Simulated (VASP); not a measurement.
Computed with r2SCAN meta-GGA, VASP's PBE PAW potentials (set 64) (plane waves; VASP 6.6.1).

A VASP calculation is set up with these files.

**KPOINTS**
```
Automatic
0
G
 14 14 14
```

**POSCAR**
```
Te
1
   -3.1960746390     3.1960746390     1.5650696111
    3.1960746390    -3.1960746390     1.5650696111
    3.1960746390     3.1960746390    -1.5650696111
Te
2
Direct
  0.7500000000   0.2500000000   0.5000000000
  0.0000000000   0.0000000000   0.0000000000
```

### KPOINTS_OPT
```
k-points along high-symmetry lines
7
Line-mode
Reciprocal
  0.000000   0.000000   0.000000 ! GAMMA
  0.000000   0.000000   0.500000 ! X

  0.000000   0.000000   0.500000 ! X
 -0.500000   0.500000   0.500000 ! M

 -0.500000   0.500000   0.500000 ! M
  0.000000   0.000000   0.000000 ! GAMMA

  0.000000   0.000000   0.000000 ! GAMMA
  0.324423   0.324423  -0.324423 ! Z

 -0.324423   0.675577   0.324423 ! Z_0
 -0.500000   0.500000   0.500000 ! M

  0.000000   0.000000   0.500000 ! X
  0.250000   0.250000   0.250000 ! P

  0.250000   0.250000   0.250000 ! P
  0.000000   0.500000   0.000000 ! N

  0.000000   0.500000   0.000000 ! N
  0.000000   0.000000   0.000000 ! GAMMA
```

**INCAR**
```
SYSTEM=Te
PREC=Accurate; ENCUT=400; LREAL=.False.
LASPH=.True.
EDIFF=1E-7; NELM=100; ALGO=Normal
LMAXMIX=4; LMIXTAU=.True.
ISMEAR=-5
METAGGA=R2SCAN
ISIF=2
LWAVE=.False.; LCHARG=.False.; LORBIT=11
NEDOS=601
```

POTCAR, in this order: Te (PBE.64 set). Program: vasp_std.

The run wrote:

**OUTCAR**
```
 ion  position               nearest neighbor table
   1  0.750  0.250  0.500-   2 3.29   2 3.29   2 3.29   2 3.29
   2  0.000  0.000  0.000-   1 3.29   1 3.29   1 3.29   1 3.29
  LATTYP: Found a body centered tetragonal cell.
 ALAT       =     6.3921492780
 C/A-ratio  =     0.4896849379
 Subroutine PRICEL returns:
 Original cell was already a primitive cell.
 Subroutine GETGRP returns: Found 16 space group operations
The static configuration has the point symmetry D_2d.
 The point group associated with its full space group is D_4h.
The dynamic configuration has the point symmetry D_2d.
 Subroutine INISYM returns: Found 16 space group operations
 Subroutine IBZKPT returns following result:
 Found    244 irreducible k-points:

 Following reciprocal coordinates:
            Coordinates               Weight
  0.000000  0.000000  0.000000      1.000000
  0.071429  0.000000  0.000000      8.000000
  0.142857  0.000000 -0.000000      8.000000
  0.214286 -0.000000  0.000000      8.000000
  0.285714  0.000000  0.000000      8.000000
  0.357143 -0.000000  0.000000      8.000000
  0.428571 -0.000000  0.000000      8.000000
  0.500000 -0.000000  0.000000      4.000000
  0.071429  0.071429 -0.000000      8.000000
  0.142857  0.071429 -0.000000     16.000000
  0.214286  0.071429  0.000000     16.000000
  0.285714  0.071429  0.000000     16.000000
  0.357143  0.071429  0.000000     16.000000
  0.428571  0.071429  0.000000     16.000000
  0.500000  0.071429  0.000000     16.000000
 -0.428571  0.071429  0.000000     16.000000
 -0.357143  0.071429  0.000000     16.000000
 -0.285714  0.071429  0.000000     16.000000
 -0.214286  0.071429  0.000000     16.000000
 -0.142857  0.071429  0.000000     16.000000
 -0.071429  0.071429  0.000000      4.000000
  0.142857  0.142857  0.000000      8.000000
...
```

OSZICAR:
```
       N       E                     dE             d eps       ncg     rms          rms(c)
DAV:   1    -0.114627703933E+02   -0.11463E+02   -0.39521E+03  4896   0.773E+02
DAV:   2    -0.507350584027E+02   -0.39272E+02   -0.38017E+02  7660   0.121E+02
DAV:   3    -0.523531851493E+02   -0.16181E+01   -0.16028E+01  5734   0.272E+01
DAV:   4    -0.523708263373E+02   -0.17641E-01   -0.17637E-01  5646   0.364E+00
DAV:   5    -0.523710970142E+02   -0.27068E-03   -0.27078E-03  5534   0.463E-01    0.791E+00
DAV:   6    -0.500163215642E+02    0.23548E+01   -0.16432E-01  5036   0.383E+00    0.614E+00
DAV:   7    -0.497158917205E+02    0.30043E+00   -0.67031E-01  5010   0.591E+00    0.627E+00
DAV:   8    -0.502094063628E+02   -0.49351E+00   -0.58908E-01  4992   0.581E+00    0.992E-01
DAV:   9    -0.502719841460E+02   -0.62578E-01   -0.36272E-02  5268   0.170E+00    0.182E-01
DAV:  10    -0.502816745912E+02   -0.96904E-02   -0.39095E-03  5422   0.591E-01    0.310E-01
DAV:  11    -0.502798386173E+02    0.18360E-02   -0.52892E-04  5474   0.223E-01    0.898E-02
DAV:  12    -0.502803314788E+02   -0.49286E-03   -0.32124E-03  5128   0.621E-01    0.164E-01
DAV:  13    -0.502825696721E+02   -0.22382E-02   -0.10250E-03  5064   0.323E-01    0.291E-02
DAV:  14    -0.502826684868E+02   -0.98815E-04   -0.88593E-05  5636   0.846E-02    0.157E-02
DAV:  15    -0.502826818042E+02   -0.13317E-04   -0.58944E-06  5312   0.241E-02    0.975E-03
DAV:  16    -0.502826702924E+02    0.11512E-04   -0.66764E-06  5048   0.289E-02    0.121E-02
DAV:  17    -0.502826869859E+02   -0.16694E-04   -0.89737E-06  5010   0.292E-02    0.128E-03
DAV:  18    -0.502826870451E+02   -0.59166E-07   -0.54002E-07  5506   0.646E-03
   1 F= -.50282687E+02 E0= -.50282687E+02  d E =0.000000E+00
       N       E                     dE             ncg
```

File OUTCAR:
```
------------------------ aborting loop because EDIFF is reached ----------------------------------------
  FORCE on cell =-STRESS in cart. coord.  units (eV):
  Direction    XX          YY          ZZ          XY          YZ          ZX
  --------------------------------------------------------------------------------------
  Total       -0.0385416     -0.0385416      0.0915362      0.0000000      0.0000000      0.0000000
  in kB       -0.9656341     -0.9656341      2.2933790      0.0000000      0.0000000      0.0000000
  external PRESSURE =       0.1207036 kB  Pullay stress =       0.0000000 kB
  volume of cell :       63.95
      direct lattice vectors                 reciprocal lattice vectors
    -3.196074639  3.196074639  1.565069611     0.000000000  0.156441903  0.319474608
     3.196074639 -3.196074639  1.565069611     0.156441903  0.000000000  0.319474608
     3.196074639  3.196074639 -1.565069611     0.156441903  0.156441903  0.000000000
 POSITION                                       TOTAL-FORCE (eV/Angst)
 -----------------------------------------------------------------------------------
     -0.00000      3.19607      0.78253         0.000000     -0.000000     -0.000000
      0.00000      0.00000      0.00000        -0.000000      0.000000      0.000000
 -----------------------------------------------------------------------------------
    total drift:                                0.000000     -0.000000     -0.000000
  FREE ENERGIE OF THE ION-ELECTRON SYSTEM (eV)
  ---------------------------------------------------
  free  energy   TOTEN  =       -50.2826870451 eV

  energy  without entropy=      -50.2826870451  energy(sigma->0) =      -50.28268705

 total charge

# of ion       s       p       d       tot
------------------------------------------
    1        1.449   1.785   0.042   3.276
    2        1.449   1.785   0.042   3.276
--------------------------------------------------
tot          2.899   3.569   0.084   6.552
```
(Selected blocks of OUTCAR.)

For a metal the tetrahedron method with Blöchl corrections gives inexact stress and forces.

The structure was generated: Te was put into the beta-Sn type (I4_1/amd), which need not be its known phase. It was relaxed first, which changed the volume by +8 %.
